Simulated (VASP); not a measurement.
All values below come from vdW-DF2, VASP's PBE PAW potentials (set 64) (plane waves; VASP 6.6.1).

Input for VASP

INCAR:
```
! general
SYSTEM    =  SiC
PREC      =  Accurate
ENCUT     =  520   ! plane-wave cut-off (eV)
LREAL     =  .FALSE.
LASPH     =  .TRUE.   ! aspherical one-centre terms

! electronic loop
EDIFF     =  1E-6   ! SCF stop (eV)
NELM      =  100   ! most electronic steps
ALGO      =  Normal   ! blocked Davidson

! smearing
ISMEAR    =  0
SIGMA     =  0.05

! functional
GGA       =  ML
LUSE_VDW  =  .TRUE.
AGGAC     =  0.0
ZAB_VDW   =  -1.8867

! ions
IBRION    =  2   ! conjugate gradients
NSW       =  60   ! most ionic steps
ISIF      =  3
EDIFFG    =  -0.02   ! ionic stop

! output
LWAVE     =  .FALSE.
LCHARG    =  .FALSE.
```

**KPOINTS**
```
kpoints
0
gamma
7 7 4
```

POSCAR:
```
SiC
1
    1.5617654934    -2.7050569301     0.0000000000
    1.5617654934     2.7050569301     0.0000000000
    0.0000000000     0.0000000000     5.1325892111
Si C
2 2
Direct
  0.6666670000   0.3333330000   0.4997055745
  0.3333330000   0.6666670000   0.9997055745
  0.6666670000   0.3333330000   0.8752944255
  0.3333330000   0.6666670000   0.3752944255
```

POTCAR, in this order: Si C (PBE.64 set). Program: vasp_std.

The resulting files:

**OUTCAR**
```
 ion  position               nearest neighbor table
   1  0.667  0.333  0.500-   4 1.91   4 1.91   4 1.91   3 1.93   2 3.14   2 3.14   2 3.14   2 3.14
                             2 3.14   2 3.14
   2  0.333  0.667  1.000-   3 1.91   3 1.91   3 1.91   4 1.93   1 3.14   1 3.14   1 3.14   1 3.14
                             1 3.14   1 3.14
   3  0.667  0.333  0.875-   2 1.91   2 1.91   2 1.91   1 1.93
   4  0.333  0.667  0.375-   1 1.91   1 1.91   1 1.91   2 1.93
  LATTYP: Found a hexagonal cell.
 ALAT       =     3.1235307668
 C/A-ratio  =     1.6432011061
 Subroutine PRICEL returns:
 Original cell was already a primitive cell.
 Subroutine GETGRP returns: Found 12 space group operations
The static configuration has the point symmetry C_3v.
 The point group associated with its full space group is C_6v.
The dynamic configuration has the point symmetry C_3v.
 Subroutine INISYM returns: Found 12 space group operations
 Subroutine IBZKPT returns following result:
 Found     24 irreducible k-points:

 Following reciprocal coordinates:
            Coordinates               Weight
  0.000000  0.000000  0.000000      1.000000
  0.142857 -0.000000  0.000000      6.000000
  0.285714 -0.000000  0.000000      6.000000
...
```

File OSZICAR:
```
       N       E                     dE             d eps       ncg     rms          rms(c)
DAV:   1     0.435075463367E+02    0.43508E+02   -0.72884E+03   576   0.118E+03
DAV:   2    -0.240514451730E+02   -0.67559E+02   -0.62181E+02   832   0.190E+02
DAV:   3    -0.274688822503E+02   -0.34174E+01   -0.33974E+01   768   0.426E+01
DAV:   4    -0.275170873880E+02   -0.48205E-01   -0.48159E-01   716   0.590E+00
DAV:   5    -0.275181172596E+02   -0.10299E-02   -0.10296E-02   752   0.824E-01    0.119E+01
DAV:   6    -0.231315515717E+02    0.43866E+01   -0.15445E+01   712   0.253E+01    0.426E+00
DAV:   7    -0.231994527092E+02   -0.67901E-01   -0.11787E+00   744   0.737E+00    0.242E+00
DAV:   8    -0.232152706452E+02   -0.15818E-01   -0.10405E-01   632   0.283E+00    0.548E-01
DAV:   9    -0.232159283262E+02   -0.65768E-03   -0.12024E-02   732   0.960E-01    0.237E-01
DAV:  10    -0.232157906317E+02    0.13769E-03   -0.37584E-03   696   0.418E-01    0.702E-02
DAV:  11    -0.232158710981E+02   -0.80466E-04   -0.33209E-04   640   0.189E-01    0.395E-02
DAV:  12    -0.232158743900E+02   -0.32920E-05   -0.98532E-06   760   0.286E-02    0.142E-02
DAV:  13    -0.232158758125E+02   -0.14225E-05   -0.22530E-06   504   0.100E-02    0.186E-03
DAV:  14    -0.232158762578E+02   -0.44528E-06   -0.97030E-07   384   0.715E-03
   1 F= -.23215876E+02 E0= -.23215876E+02  d E =-.232159E+02
```

OUTCAR:
```
------------------------ aborting loop because EDIFF is reached ----------------------------------------
  FORCE on cell =-STRESS in cart. coord.  units (eV):
  Direction    XX          YY          ZZ          XY          YZ          ZX
  --------------------------------------------------------------------------------------
  Total       -0.0433343     -0.0433343      0.0440944     -0.0000000      0.0000000      0.0000000
  in kB       -1.6009725     -1.6009722      1.6290527     -0.0000000      0.0000000      0.0000000
  external PRESSURE =      -0.5242973 kB  Pullay stress =       0.0000000 kB
  volume of cell :       43.37
      direct lattice vectors                 reciprocal lattice vectors
     1.561765493 -2.705056930  0.000000000     0.320150498 -0.184838993  0.000000000
     1.561765493  2.705056930  0.000000000     0.320150498  0.184838993  0.000000000
     0.000000000  0.000000000  5.132589211     0.000000000  0.000000000  0.194833438
  FREE ENERGIE OF THE ION-ELECTRON SYSTEM (eV)
  ---------------------------------------------------
  free  energy   TOTEN  =       -23.2158762578 eV

  energy  without entropy=      -23.2158762578  energy(sigma->0) =      -23.21587626

 reached required accuracy - stopping structural energy minimisation
```
(Selected blocks of OUTCAR.)

The compound is SiC in the wurtzite structure, the rare 2H polytype. It was relaxed first. The start is the result of an earlier pass.
